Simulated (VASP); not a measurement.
**Sb (space group I4/mmm): computed properties**

Level of theory: r2SCAN+rVV10, VASP's PBE PAW potentials (set 64) (plane waves; VASP 6.6.1).

```
Item                                                                                                      Result
----------------------------------  ----------------------------------------------------------------------------
space group                                                                                         I4/mmm (139)
cell                                a = 3.0876 Å, b = 3.0876 Å, c = 5.8272 Å, α = 90.00°, β = 90.00°, γ = 90.00°
volume per atom                                                                                    27.78 Å³/atom
band gap (over mesh and band path)                                      none (metal, semimetal or under 0.01 eV)
band gap with spin-orbit coupling                                                                none (metallic)
density                                                                                               7.28 g/cm³
```

```xyz
1
Lattice="-1.5438 1.5438 2.9136 1.5438 -1.5438 2.9136 1.5438 1.5438 -2.9136" Properties=species:S:1:pos:R:3 pbc="T T T"
Sb     0.0000     0.0000     0.0000
```

Unless said otherwise, spin-orbit coupling is left out, though it shifts the bands of the heavy elements here.

The structure comes from a measured Sb entry (I4/mmm) of the Crystallography Open Database, whose conditions weren't checked. It was relaxed first, which changed the volume by +24 %. Symmetry was kept, so distortions that lower it aren't found.
